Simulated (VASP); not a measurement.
Data:

```xyz
2
Lattice="0.0000 2.0178 2.0178 2.0178 0.0000 2.0178 2.0178 2.0178 0.0000" Properties=species:S:1:pos:R:3 pbc="T T T"
Li     2.0178     2.0178     4.0357
F      2.0178     2.0178     2.0178
```

The numbers are results of optB86b-vdW, VASP's PBE PAW potentials (set 64) (plane waves; VASP 6.6.1), not measurements. Run with 520 eV cut-off, 11×11×11 Γ-centred mesh, Gaussian smearing of 0.050 eV, potentials Li_sv F.

### Question
Give the energy at these volumes per atom, relative to the lowest: 7.67, 7.92, 8.16, 8.41, 8.65 Å³.

### Answer
8.9, 2.5, 0.0, 0.9, 4.7 meV/atom. A third-order Birch-Murnaghan fit gives B0 = 71.1 GPa and B0′ = 4.4.

The compound is LiF in the rock salt structure. It was relaxed first.
